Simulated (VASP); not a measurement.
InSb:

```xyz
2
Lattice="0.0000 3.2603 3.2603 3.2603 0.0000 3.2603 3.2603 3.2603 0.0000" Properties=species:S:1:pos:R:3 pbc="T T T"
In    0.0000    0.0000    0.0000
Sb    1.6302    1.6302    1.6302
```

Base run:

| Item | Value |
| --- | --- |
| Program | VASP 6.6.1 |
| Functional | PBE0 |
| Potentials or basis | VASP PAW PBE potentials, release 64 (In_d, Sb) |
| Cutoff | 520 eV |
| k mesh | 6 × 6 × 6 |
| Occupations | gaussian, width 0.03 eV |
| Spin | no spin polarisation |

Its results: pressure -0.2 GPa.

Task: The run is repeated on the same cell with these changes: functional from PBE0 to PBE; further incar settings from ALGO = Normal; EDIFF = 1e-06 to ALGO = Fast; EDIFF = 1e-06. What comes out?

Result: Pressure 2.2 GPa.

Caveats: the PAW data sets were made with another functional, which shifts forces and pressure a little (some runs).
